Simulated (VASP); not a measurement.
Input:

```yaml
crystal:
  lattice:
    - [1.50062, -2.59916, 0.00000]
    - [1.50062, 2.59916, 0.00000]
    - [0.00000, 0.00000, 5.94737]
  atoms:
    - { symbol: Cd, position: [0.33333, 0.66667, 0.25000] }
    - { symbol: Cd, position: [0.66667, 0.33333, 0.75000] }
```

Computed with PW91 GGA, VASP's PBE PAW potentials (set 64) (plane waves; VASP). Numerical set-up: 520 eV cut-off, Gaussian smearing of 0.050 eV, potentials Cd.

**Question.** Estimate the band gap (along the path) with the smallest direct gap where there is one.

**Answer.** 
| Item | Result |
|---|---|
| band gap (along the path) | none (metal, semimetal or under 0.01 eV) |

The compound is Cd in the hcp structure. It was relaxed first, which changed the volume by +7 %.
